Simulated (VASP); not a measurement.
Computed with PBE GGA with D4 dispersion, VASP's PBE PAW potentials (set 64) (plane waves; VASP).

VASP input:

### POSCAR
```
KTaO3
1
    3.9329210057     0.0000000000     0.0000000000
    0.0000000000     3.9329210057     0.0000000000
    0.0000000000     0.0000000000     3.9329210057
K Ta O
1 1 3
Direct
  0.0000000000   0.0000000000   0.0000000000
  0.5000000000   0.5000000000   0.5000000000
  0.5000000000   0.0000000000   0.5000000000
  0.0000000000   0.5000000000   0.5000000000
  0.5000000000   0.5000000000   0.0000000000
```

**INCAR**
```
SYSTEM = KTaO3
PREC = Accurate
ENCUT = 520
EDIFF = 1E-7
NELM = 100
ALGO = Normal
LREAL = .FALSE.
LASPH = .TRUE.
ISMEAR = 0
SIGMA = 0.05
GGA = PE
IVDW = 13
LMAXMIX = 6
LWAVE = .FALSE.
LCHARG = .FALSE.
ISIF = 2
```

File KPOINTS:
```
K-points
0
Gamma
6 6 6
0 0 0
```

POTCAR, in this order: K_sv Ta_pv O (PBE.64 set). Program: vasp_std.

Unless said otherwise, spin-orbit coupling is left out, though it shifts the bands of the heavy elements here.

What does the run give for the energy per atom (σ→0), dispersion energy, pressure, band gap (on the k-mesh)?

| Quantity | Value |
|---|---|
| energy per atom (σ→0) | -8.334 eV/atom |
| dispersion energy | -0.823 eV |
| band gap (on the k-mesh) | 2.27 eV |
| pressure | 13.70 GPa |

File OSZICAR:
```
...
DAV:   8    -0.408547904124E+02    0.40114E-01   -0.30850E-01  1207   0.484E+00    0.133E+00
DAV:   9    -0.408492023030E+02    0.55881E-02   -0.30705E-02  1260   0.116E+00    0.208E-01
DAV:  10    -0.408490822654E+02    0.12004E-03   -0.48084E-03  1244   0.587E-01    0.678E-02
DAV:  11    -0.408491021990E+02   -0.19934E-04   -0.44728E-04  1292   0.175E-01    0.401E-02
DAV:  12    -0.408491272386E+02   -0.25040E-04   -0.76505E-05  1358   0.681E-02    0.121E-02
DAV:  13    -0.408491265860E+02    0.65257E-06   -0.74182E-06  1211   0.219E-02    0.439E-03
DAV:  14    -0.408491265320E+02    0.54061E-07   -0.55177E-07  1077   0.626E-03
   1 F= -.41672221E+02 E0= -.41672221E+02  d E =-.100928E-19
```

The compound is KTaO3 in the cubic perovskite structure. This cell is one point of a volume scan, at 0.94 of the reference volume.
